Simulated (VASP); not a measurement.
An input for Ansatz (written as the equivalent of a VASP run, and not itself run):

Ansatz 0.2 input:
```yaml
crystal:
  lattice:
    - [-1.4168655, 1.4168655, 1.4168655]
    - [1.4168655, -1.4168655, 1.4168655]
    - [1.4168655, 1.4168655, -1.4168655]
  atoms:
    - { symbol: Fe, position: [0.0000000, 0.0000000, 0.0000000], spin: 2.2 }
kpoints:
  mp_grid: { grid: [16, 16, 16] }
hamiltonian:
  xc: pbe
  pseudopotentials: { kind: paw }
magnetization: { spin_polarized: true }
scf:
  occupations: { method: methfessel_paxton, width: 0.1 }
  max_iter: 100
relax:
  max_steps: 60
  f_tol: 0.01
  cell: {}
output: { forces: true, stress: true, eigenvalues: true }
```

Task: Write the VASP files for the same calculation (PBE).

Result: This is not unique; one that fits is 
### KPOINTS
```
Automatic mesh
0
Gamma
16 16 16
0 0 0
```

### INCAR
```
ALGO  =  Normal
EDIFF  =  1E-6
EDIFFG  =  -0.01
ENCUT  =  480
GGA  =  PE
IBRION  =  2
ISIF  =  3
ISMEAR  =  1
ISPIN  =  2
LASPH  =  .TRUE.
LCHARG  =  .FALSE.
LMAXMIX  =  4
LORBIT  =  10
LREAL  =  .FALSE.
LWAVE  =  .FALSE.
MAGMOM  =  2.2
NELM  =  100
NSW  =  60
PREC  =  Accurate
SIGMA  =  0.1
SYSTEM  =  Fe
```

**POSCAR**
```
Fe
1
   -1.4168655204     1.4168655204     1.4168655204
    1.4168655204    -1.4168655204     1.4168655204
    1.4168655204     1.4168655204    -1.4168655204
Fe
1
Direct
  0.0000000000   0.0000000000   0.0000000000
```

POTCAR, in this order: Fe (PBE.64 set). Program: vasp_std.

The two are equivalent in intent, not identical: each code has its own PAW files, so the cut-off isn't converted (ENCUT is set for VASP's; basis.ecutwfc is left out, and Ansatz then takes the one that its files recommend); Ansatz stops its SCF on the density residual and VASP on the energy change (EDIFF).

The compound is Fe in the bcc structure. It was relaxed first. The start is the result of an earlier pass.
